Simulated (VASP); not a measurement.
Data:

```
CELL_PARAMETERS angstrom
      0.00000     3.51563     3.51563
      3.51563     0.00000     3.51563
      3.51563     3.51563     0.00000
ATOMIC_POSITIONS crystal
  Cs 0.00000 0.00000 0.00000
  Br 0.50000 0.50000 0.50000
```

The numbers are results of LDA (Ceperley-Alder, Perdew-Zunger), VASP's LDA PAW potentials (set 64) (plane waves; VASP), not measurements. Run with 400 eV cut-off, Gaussian smearing of 0.050 eV, potentials Cs_sv Br.

Unless said otherwise, spin-orbit coupling is left out, though it shifts the bands of the heavy elements here.

Task: Give the energies of bands 3 to 11 at the high-symmetry points, in eV from the valence-band maximum.

Result: 
| band | Γ | X | U | L | W |
|---|---|---|---|---|---|
| 3 | -5.86 | -6.35 | -6.27 | -5.94 | -6.20 |
| 4 | -5.86 | -6.06 | -6.01 | -5.87 | -6.20 |
| 5 | -5.86 | -6.06 | -5.99 | -5.87 | -5.87 |
| 6 | -0.01 | -0.05 | -0.39 | -0.94 | -0.56 |
| 7 | -0.01 | 0.00 | -0.24 | -0.51 | -0.06 |
| 8 | -0.01 | 0.00 | -0.07 | -0.51 | -0.06 |
| 9 | 4.23 | 4.66 | 5.46 | 6.74 | 6.20 |
| 10 | 6.26 | 6.81 | 7.41 | 6.90 | 6.20 |
| 11 | 6.26 | 8.26 | 7.68 | 8.32 | 7.61 |

The gap is indirect, 4.23 eV, from the valence maximum at X to the conduction minimum at Γ.

The structure comes from a computed database's CsBr entry (Fm-3m); how it stands against other phases isn't given here. It was relaxed first, which changed the volume by -11 %.
